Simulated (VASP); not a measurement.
Computed with PBE GGA, VASP's PBE PAW potentials (set 64) (plane waves; VASP).

A VASP calculation is set up with these files.

### KPOINTS
```
Automatic mesh
0
Gamma
14 14 8
0 0 0
```

**INCAR**
```
SYSTEM = Ru
PREC = Accurate
ENCUT = 800
EDIFF = 1E-6
NELM = 100
ALGO = Normal
LREAL = .FALSE.
LASPH = .TRUE.
ISMEAR = 1
SIGMA = 0.1
GGA = PE
LMAXMIX = 4
LWAVE = .FALSE.
LCHARG = .FALSE.
ISIF = 2
```

### POSCAR
```
Ru
1
    1.3550000000    -2.3469290000     0.0000000000
    1.3550000000     2.3469290000     0.0000000000
    0.0000000000     0.0000000000     4.2800000000
Ru
2
Direct
  0.3333330000   0.6666670000   0.2500000000
  0.6666670000   0.3333330000   0.7500000000
```

POTCAR, in this order: Ru_pv (PBE.64 set). Program: vasp_std.

The run wrote:

### OUTCAR
```
 ion  position               nearest neighbor table
   1  0.333  0.667  0.250-   2 2.65   2 2.65   2 2.65   2 2.65   2 2.65   2 2.65
   2  0.667  0.333  0.750-   1 2.65   1 2.65   1 2.65   1 2.65   1 2.65   1 2.65
  LATTYP: Found a hexagonal cell.
 ALAT       =     2.7100001349
 C/A-ratio  =     1.5793357148
 Subroutine PRICEL returns:
 Original cell was already a primitive cell.
 Subroutine GETGRP returns: Found 24 space group operations
The static configuration has the point symmetry D_3d.
 The point group associated with its full space group is D_6h.
The dynamic configuration has the point symmetry D_3d.
 Subroutine INISYM returns: Found 24 space group operations
 Subroutine IBZKPT returns following result:
 Found    120 irreducible k-points:

 Following reciprocal coordinates:
            Coordinates               Weight
  0.000000  0.000000  0.000000      1.000000
  0.071429  0.000000  0.000000      6.000000
  0.142857  0.000000  0.000000      6.000000
  0.214286  0.000000  0.000000      6.000000
  0.285714  0.000000  0.000000      6.000000
  0.357143  0.000000  0.000000      6.000000
  0.428571  0.000000  0.000000      6.000000
  0.500000  0.000000  0.000000      3.000000
  0.071429  0.071429  0.000000      6.000000
  0.142857  0.071429  0.000000     12.000000
  0.214286  0.071429  0.000000     12.000000
  0.285714  0.071429  0.000000     12.000000
  0.357143  0.071429  0.000000     12.000000
  0.428571  0.071429  0.000000     12.000000
  0.142857  0.142857  0.000000      6.000000
  0.214286  0.142857  0.000000     12.000000
  0.285714  0.142857  0.000000     12.000000
  0.357143  0.142857  0.000000     12.000000
  0.428571  0.142857  0.000000      6.000000
  0.214286  0.214286  0.000000      6.000000
  0.285714  0.214286  0.000000     12.000000
  0.357143  0.214286  0.000000     12.000000
  0.285714  0.285714  0.000000      6.000000
  0.357143  0.285714  0.000000      6.000000
  0.000000  0.000000  0.125000      2.000000
  0.071429  0.000000  0.125000     12.000000
  0.142857  0.000000  0.125000     12.000000
  0.214286  0.000000  0.125000     12.000000
  0.285714  0.000000  0.125000     12.000000
  0.357143  0.000000  0.125000     12.000000
  0.428571  0.000000  0.125000     12.000000
  0.500000  0.000000  0.125000      6.000000
  0.071429  0.071429  0.125000     12.000000
  0.142857  0.071429  0.125000     24.000000
  0.214286  0.071429  0.125000     24.000000
  0.285714  0.071429  0.125000     24.000000
  0.357143  0.071429  0.125000     24.000000
  0.428571  0.071429  0.125000     24.000000
  0.142857  0.142857  0.125000     12.000000
  0.214286  0.142857  0.125000     24.000000
   k-points           NKPTS =    120   k-points in BZ     NKDIM =    120   number of bands    NBANDS=     18
   number of dos      NEDOS =    301   number of ions     NIONS =      2
   total plane-waves  NPLWV =  31360
   dimension x,y,z NGX =    28 NGY =   28 NGZ =   40
   dimension x,y,z NGXF=    56 NGYF=   56 NGZF=   80
   ions per type =               2
   PREC   = accura    normal or accurate (medium, high low for compatibility)
   ISTART =      0    job   : 0-new  1-cont  2-samecut
   ICHARG =      2    charge: 1-file 2-atom 10-const
   ISPIN  =      1    spin polarized calculation?
   LNONCOLLINEAR =      F non collinear calculations
   LSORBIT =      F    spin-orbit coupling
   INIWAV =      1    electr: 0-lowe 1-rand  2-diag
   ENCUT  =  800.0 eV  58.80 Ry    7.67 a.u.   6.25  6.25  9.87*2*pi/ulx,y,z
   NELM   =    100;   NELMIN=  2; NELMDL= -5     # of ELM steps
   EDIFF  = 0.1E-05   stopping-criterion for ELM
   LREAL  =      F    real-space projection
...
```

OSZICAR:
```
       N       E                     dE             d eps       ncg     rms          rms(c)
DAV:   1     0.353978579958E+03    0.35398E+03   -0.22780E+04  4320   0.239E+03
DAV:   2    -0.108238253647E+02   -0.36480E+03   -0.35844E+03  4534   0.583E+02
DAV:   3    -0.197119695253E+02   -0.88881E+01   -0.85219E+01  4560   0.941E+01
DAV:   4    -0.198097413835E+02   -0.97772E-01   -0.97400E-01  5042   0.870E+00
DAV:   5    -0.198111517676E+02   -0.14104E-02   -0.14103E-02  4636   0.104E+00    0.177E+01
DAV:   6    -0.185538369497E+02    0.12573E+01   -0.33692E+00  4366   0.193E+01    0.465E+00
DAV:   7    -0.184681390222E+02    0.85698E-01   -0.26834E-01  4426   0.493E+00    0.110E+00
DAV:   8    -0.184597572708E+02    0.83818E-02   -0.72050E-03  4476   0.103E+00    0.193E-01
DAV:   9    -0.184597408515E+02    0.16419E-04   -0.53362E-04  5502   0.250E-01    0.486E-02
DAV:  10    -0.184597486435E+02   -0.77921E-05   -0.19081E-05  4738   0.479E-02    0.190E-02
DAV:  11    -0.184597543552E+02   -0.57117E-05   -0.11401E-06  3060   0.107E-02    0.242E-03
DAV:  12    -0.184597543035E+02    0.51717E-07   -0.68633E-08  2206   0.234E-03
   1 F= -.18459754E+02 E0= -.18459287E+02  d E =-.140154E-02
```

OUTCAR:
```
------------------------ aborting loop because EDIFF is reached ----------------------------------------
  FORCE on cell =-STRESS in cart. coord.  units (eV):
  Direction    XX          YY          ZZ          XY          YZ          ZX
  --------------------------------------------------------------------------------------
  Total        0.6744611      0.6744612      0.5415668      0.0000000     -0.0000000      0.0000000
  in kB       39.6967050     39.6967103     31.8749578      0.0000000     -0.0000000      0.0000000
  external PRESSURE =      37.0894577 kB  Pullay stress =       0.0000000 kB
  volume of cell :       27.22
      direct lattice vectors                 reciprocal lattice vectors
     1.355000000 -2.346929000  0.000000000     0.369003690 -0.213044366  0.000000000
     1.355000000  2.346929000  0.000000000     0.369003690  0.213044366  0.000000000
     0.000000000  0.000000000  4.280000000     0.000000000  0.000000000  0.233644860
 POSITION                                       TOTAL-FORCE (eV/Angst)
 -----------------------------------------------------------------------------------
      1.35500      0.78231      1.07000         0.000000      0.000000      0.000000
      1.35500     -0.78231      3.21000         0.000000     -0.000000      0.000000
 -----------------------------------------------------------------------------------
    total drift:                               -0.000000      0.000509     -0.000045
  FREE ENERGIE OF THE ION-ELECTRON SYSTEM (eV)
  ---------------------------------------------------
  free  energy   TOTEN  =       -18.4597543035 eV

  energy  without entropy=      -18.4583527640  energy(sigma->0) =      -18.45928712
```
(Selected blocks of OUTCAR.)

The compound is Ru in the hcp structure. The cell was not relaxed at this level. The run is one of a series of settings (ENCUT = 800 against the base run), some of them coarse on purpose.
